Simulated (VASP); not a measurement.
Mo:

```xyz
1
Lattice="-1.5734 1.5734 1.5734 1.5734 -1.5734 1.5734 1.5734 1.5734 -1.5734" Properties=species:S:1:pos:R:3 pbc="T T T"
Mo    0.0000    0.0000    0.0000
```

- Program: VASP 6.6.1
- Task: relaxation of cell and atoms
- Functional: LDA
- Potentials or basis: VASP PAW LDA potentials, release 64 (Mo_sv)
- Cutoff: 600 eV
- k mesh: 16 × 16 × 16
- Occupations: methfessel-paxton, width 0.1 eV
- Spin: no spin polarisation

At the start: pressure -8.4 GPa; volume 15.58 Å³/atom.

Question: How do energy, volume and symmetry change on relaxing?

Answer: Over 4 steps the energy falls by 12.5 meV/atom and the volume is 15.12 Å³/atom (-3.0 %); space group Im-3m (No. 229, to 0.05 Å).

Step by step:
| step | energy change (eV) | largest force (eV/Å) | pressure (GPa) | volume (Å³) |
| --- | --- | --- | --- | --- |
| 1 | 0.0000 | 0.0000 | -8.37 | 15.58 |
| 2 | 0.1053 | 0.0000 | 31.43 | 13.82 |
| 3 | -0.0125 | 0.0000 | -0.30 | 15.13 |
| 4 | -0.0125 | 0.0000 | -0.04 | 15.12 |

Final structure:
```
Mo
1.0
    -1.55760    1.55760    1.55760
     1.55760   -1.55760    1.55760
     1.55760    1.55760   -1.55760
Mo
1
Cartesian
  0.0000 0.0000 0.0000
```
